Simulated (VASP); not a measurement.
**SrCuSeF (space group P4/nmm): computed properties**

The numbers are results of r2SCAN meta-GGA, VASP's PBE PAW potentials (set 64) (plane waves; VASP), not measurements.

```
Item                                                                                                               Value
---------------------------------------------  -------------------------------------------------------------------------
space group                                                                                                 P4/nmm (129)
cell                                           a = 4.058 Å, b = 4.058 Å, c = 8.829 Å, α = 90.00°, β = 90.00°, γ = 90.00°
volume per atom                                                                                           18.18 Å^3/atom
band gap (over mesh and band path)                                                                               1.76 eV
smallest direct gap (over mesh and band path)                                                                    1.76 eV
band-edge character                                                                                       direct, Γ to Γ
density                                                                                                       5.69 g/cm³
```

Space group P4/nmm, origin choice 1 (No. 129); a = b = 4.0583 Å, c = 8.8287 Å, α = β = γ = 90.00°

| atom | site | symmetry | x | y | z |
|---|---|---|---|---|---|
| Sr | 2c | 4mm | 0.5000 | 0.0000 | 0.3386 |
| Cu | 2a | -4m2 | 0.0000 | 0.0000 | 0.0000 |
| Se | 2c | 4mm | 0.0000 | 0.5000 | 0.1684 |
| F | 2b | -4m2 | 0.5000 | 0.5000 | 0.5000 |

The structure comes from a computed database's SrCuSeF entry (P4/nmm); how it stands against other phases isn't given here. It was relaxed first. Symmetry was kept, so distortions that lower it aren't found.
